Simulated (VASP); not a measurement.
A run of VASP 6.6.1 is set up as follows.

Contents of INCAR:

```
  PREC = Accurate
  ENCUT = 520
  EDIFF = 1E-7
  ISMEAR = -1
  SIGMA = 0.05
  LREAL = F
  LASPH = T
  NELM = 100
  ALGO = Normal
  ISIF = 2
  LWAVE = F
  LCHARG = F
  GGA = PE
  NBANDS = 20
```

File KPOINTS:

```
regular mesh
0
Gamma
  6 6 7
```

Contents of POSCAR:

```
Rb2Re
1.0
    4.9921151800      0.0000000000      0.0000000000
    0.0000000000      4.9921151800      0.0000000000
    0.0000000000      0.0000000000      4.1286230400
Rb Re
2 1
Direct
    0.5000000000      0.0000000000      0.7757745200
    0.0000000000      0.5000000000      0.7757745200
    0.0000000000      0.0000000000      0.3462650700
```

Potentials or basis: VASP PAW PBE potentials, release 64 (Rb_sv, Re).

Launch:

```bash
$ cat potpaw_PBE.64/Rb_sv/POTCAR potpaw_PBE.64/Re/POTCAR > POTCAR
$ mpirun -np 1 vasp_std > vasp.out
```

Question: Estimate the largest force.

Answer: 0.965 eV/Å.

Question: What does it give for the pressure?

Answer: 4.3 GPa.

Forces in eV/Å, atoms in the order of the input:
```
Rb   0.000  0.000  0.482
Rb   0.000  0.000  0.482
Re   0.000  0.000 -0.965
```

Spin-orbit coupling is left out, which matters for the levels of Re.
